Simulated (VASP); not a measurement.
These are PBE GGA, VASP's PBE PAW potentials (set 64) (plane waves; VASP) values and carry that method's errors.

Input for VASP

**KPOINTS**
```
Automatic mesh
0
Gamma
10 10 6
0 0 0
```

**POSCAR**
```
Ga
1.0
  2.9956740000   0.0000000000   0.0000000000
 -1.4978370000   2.5943300000   0.0000000000
  0.0000000000   0.0000000000   4.8637580000
Ga
2
direct
  0.3333330000   0.6666670000   0.2500000000
  0.6666670000   0.3333330000   0.7500000000
```

### INCAR
```
PREC  =  Accurate
LWAVE  =  .False.
LEPSILON  =  .False.
NSW  =  1
ALGO  =  Normal   # blocked Davidson
IBRION  =  8   # DFPT with symmetry
ISIF  =  2
ISMEAR  =  0   # Gaussian
NELM  =  100   # most electronic steps
LCHARG  =  .False.
EDIFF  =  1E-8   # SCF stop (eV)
LREAL  =  .False.
LASPH  =  .True.
ENCUT  =  300   # plane-wave cut-off (eV)
LMAXMIX  =  4   # l cut-off of mixed one-centre charges
SIGMA  =  0.2
SYSTEM  =  Ga
GGA  =  PE   # PBE
```

POTCAR, in this order: Ga_d (PBE.64 set). Program: vasp_std.

**Question.** Estimate the energy per atom (σ→0), band gap (on the k-mesh).

**Answer.** 
```yaml
energy per atom (σ→0): -2.891 eV/atom
band gap (on the k-mesh): none (metal, semimetal or under 0.01 eV)
```

### OSZICAR
```
...
RMM:  13    -0.172544731482E+00    0.70610E-06   -0.36110E-06  5212   0.327E-04    0.401E-06
RMM:  14    -0.172544943381E+00   -0.21190E-06   -0.61144E-06  5315   0.285E-04    0.699E-06
RMM:  15    -0.172545194371E+00   -0.25099E-06   -0.74801E-06  4895   0.266E-04    0.117E-06
RMM:  16    -0.172545236414E+00   -0.42043E-07   -0.76509E-06  5415   0.251E-04    0.567E-07
RMM:  17    -0.172545234693E+00    0.17201E-08   -0.76151E-06  5361   0.244E-04    0.545E-07
RMM:  18    -0.172545248777E+00   -0.14084E-07   -0.77478E-06  4801   0.240E-04    0.523E-07
RMM:  19    -0.172545261301E+00   -0.12524E-07   -0.78517E-06  4795   0.238E-04    0.518E-07
 Linear response finished
```

The structure was generated: Ga was put into an ordered model structure, which need not be its known phase. The cell was not relaxed at this level. The run is one of a series of settings (EDIFF = 1E-8, IBRION = 8, LEPSILON = .FALSE., NSW = 1 against the base run), some of them coarse on purpose.
